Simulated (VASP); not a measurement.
Input:

```
Ga35N35O
1.0
    4.86832    -8.43217     0.00000
    4.86832     8.43217     0.00000
    0.00000     0.00000    10.55628
Ga N O
35 35 1
Direct
  0.22334   0.11216   0.25063
  0.11089   0.22231   0.99979
  0.21955   0.10909   0.75004
  0.11380   0.22431   0.50246
  0.22191   0.44414   0.24970
  0.11118   0.55562   0.00049
  0.22244   0.44454   0.75051
  0.11102   0.55544   0.49995
  0.22238   0.77826   0.25055
  0.11091   0.88848   0.00033
  0.22196   0.77729   0.75073
  0.11246   0.88900   0.50162
  0.55507   0.11219   0.25063
  0.44443   0.22237   0.99901
  0.55617   0.10910   0.75013
  0.55643   0.44637   0.24729
  0.44441   0.55611   0.00034
  0.55596   0.44524   0.74969
  0.44380   0.55815   0.50032
  0.55568   0.77933   0.25082
  0.44421   0.88857   0.00033
  0.55599   0.77755   0.75036
  0.44308   0.88901   0.50167
  0.88916   0.11191   0.25067
  0.77804   0.22234   0.00002
  0.88883   0.11110   0.75058
  0.77688   0.22429   0.50240
  0.88885   0.44420   0.24976
  0.77829   0.55604   0.00037
  0.88874   0.44453   0.75047
  0.78106   0.55824   0.50032
  0.89016   0.77935   0.25082
  0.77782   0.88899   0.00080
  0.88822   0.77760   0.75036
  0.77827   0.88994   0.49979
  0.20243   0.10130   0.43428
  0.11112   0.22266   0.18782
  0.22101   0.11037   0.93984
  0.11088   0.22269   0.68980
  0.22370   0.44495   0.43826
  0.11120   0.55577   0.18886
  0.22257   0.44489   0.93848
  0.11094   0.55520   0.68827
  0.22181   0.77703   0.43901
  0.11175   0.88930   0.18820
  0.22207   0.77748   0.93869
  0.11007   0.88728   0.68935
  0.56526   0.10142   0.43424
  0.44530   0.22433   0.18918
  0.55609   0.11053   0.93995
  0.44363   0.22060   0.71047
  0.44443   0.55649   0.18896
  0.55629   0.44590   0.93944
  0.44491   0.55516   0.68723
  0.55550   0.77823   0.43902
  0.44404   0.88932   0.18823
  0.55578   0.77779   0.93863
  0.44385   0.88728   0.68942
  0.88964   0.11283   0.43919
  0.77793   0.22271   0.18798
  0.88872   0.11093   0.93869
  0.77837   0.22265   0.68974
  0.88788   0.44502   0.43827
  0.77861   0.55647   0.18900
  0.88899   0.44487   0.93853
  0.77696   0.55520   0.68725
  0.88929   0.77830   0.43897
  0.77799   0.88944   0.18925
  0.88860   0.77768   0.93864
  0.77785   0.88911   0.68841
  0.56880   0.47098   0.43064
```
Cell charge -1.

Level of theory: PBE GGA, VASP's PBE PAW potentials (set 64) (plane waves; VASP 6.6.1). Numerical set-up: PREC = Normal, LREAL = Auto, ISYM = 0, NELECT = 287.0, 400 eV cut-off, 1×1×1 Γ-centred mesh, Gaussian smearing of 0.050 eV, potentials Ga N O. Starting moments (MAGMOM): 71*0.0423. The cell's moment is fixed (NUPDOWN = 3).

The cell is charged, with a uniform compensating background.  The supercell is sampled at Γ alone, which is coarse: total energies, pressure and levels can be off, energies of defects by several tenths of an eV.

Q: Estimate the cell moment, energy per atom (σ→0).

A: 
```yaml
cell_moment: 3.00 μB
energy per atom (σ→0): -5.921 eV/atom
```

Q: Give the moment on each site (PAW-sphere projection).

A: 
```json
[
 {"site": "Ga1", "moment (μB)": "0.01"},
 {"site": "Ga2", "moment (μB)": "0.01"},
 {"site": "Ga3", "moment (μB)": "0.00"},
 {"site": "Ga4", "moment (μB)": "0.01"},
 {"site": "Ga5", "moment (μB)": "0.01"},
 {"site": "Ga6", "moment (μB)": "0.01"},
 {"site": "Ga7", "moment (μB)": "0.01"},
 {"site": "Ga8", "moment (μB)": "0.01"},
 {"site": "Ga9", "moment (μB)": "0.01"},
 {"site": "Ga10", "moment (μB)": "0.01"},
 {"site": "Ga11", "moment (μB)": "0.01"},
 {"site": "Ga12", "moment (μB)": "0.00"},
 {"site": "Ga13", "moment (μB)": "0.01"},
 {"site": "Ga14", "moment (μB)": "0.00"},
 {"site": "Ga15", "moment (μB)": "0.00"},
 {"site": "Ga16", "moment (μB)": "0.01"},
 {"site": "Ga17", "moment (μB)": "0.01"},
 {"site": "Ga18", "moment (μB)": "0.01"},
 {"site": "Ga19", "moment (μB)": "0.01"},
 {"site": "Ga20", "moment (μB)": "0.01"},
 {"site": "Ga21", "moment (μB)": "0.01"},
 {"site": "Ga22", "moment (μB)": "0.01"},
 {"site": "Ga23", "moment (μB)": "0.00"},
 {"site": "Ga24", "moment (μB)": "0.01"},
 {"site": "Ga25", "moment (μB)": "0.01"},
 {"site": "Ga26", "moment (μB)": "0.01"},
 {"site": "Ga27", "moment (μB)": "0.01"},
 {"site": "Ga28", "moment (μB)": "0.01"},
 {"site": "Ga29", "moment (μB)": "0.01"},
 {"site": "Ga30", "moment (μB)": "0.01"},
 {"site": "Ga31", "moment (μB)": "0.01"},
 {"site": "Ga32", "moment (μB)": "0.01"},
 {"site": "Ga33", "moment (μB)": "0.01"},
 {"site": "Ga34", "moment (μB)": "0.01"},
 {"site": "Ga35", "moment (μB)": "0.01"},
 {"site": "N36", "moment (μB)": "0.36"},
 {"site": "N37", "moment (μB)": "0.03"},
 {"site": "N38", "moment (μB)": "0.04"},
 {"site": "N39", "moment (μB)": "0.01"},
 {"site": "N40", "moment (μB)": "0.01"},
 {"site": "N41", "moment (μB)": "0.01"},
 {"site": "N42", "moment (μB)": "0.01"},
 {"site": "N43", "moment (μB)": "0.01"},
 {"site": "N44", "moment (μB)": "0.01"},
 {"site": "N45", "moment (μB)": "0.02"},
 {"site": "N46", "moment (μB)": "0.01"},
 {"site": "N47", "moment (μB)": "0.01"},
 {"site": "N48", "moment (μB)": "0.36"},
 {"site": "N49", "moment (μB)": "0.03"},
 {"site": "N50", "moment (μB)": "0.04"},
 {"site": "N51", "moment (μB)": "0.38"},
 {"site": "N52", "moment (μB)": "0.02"},
 {"site": "N53", "moment (μB)": "0.04"},
 {"site": "N54", "moment (μB)": "0.01"},
 {"site": "N55", "moment (μB)": "0.04"},
 {"site": "N56", "moment (μB)": "0.02"},
 {"site": "N57", "moment (μB)": "0.01"},
 {"site": "N58", "moment (μB)": "0.01"},
 {"site": "N59", "moment (μB)": "0.09"},
 {"site": "N60", "moment (μB)": "0.03"},
 {"site": "N61", "moment (μB)": "0.01"},
 {"site": "N62", "moment (μB)": "0.01"},
 {"site": "N63", "moment (μB)": "0.01"},
 {"site": "N64", "moment (μB)": "0.02"},
 {"site": "N65", "moment (μB)": "0.01"},
 {"site": "N66", "moment (μB)": "0.01"},
 {"site": "N67", "moment (μB)": "0.04"},
 {"site": "N68", "moment (μB)": "0.01"},
 {"site": "N69", "moment (μB)": "0.01"},
 {"site": "N70", "moment (μB)": "0.01"},
 {"site": "O71", "moment (μB)": "0.01"}
]
```

Only differences to runs with the same potentials and settings are physical.

The cell is a supercell with a defect, built from GaN (wurtzite): O_N-vac_Ga, charge -1.
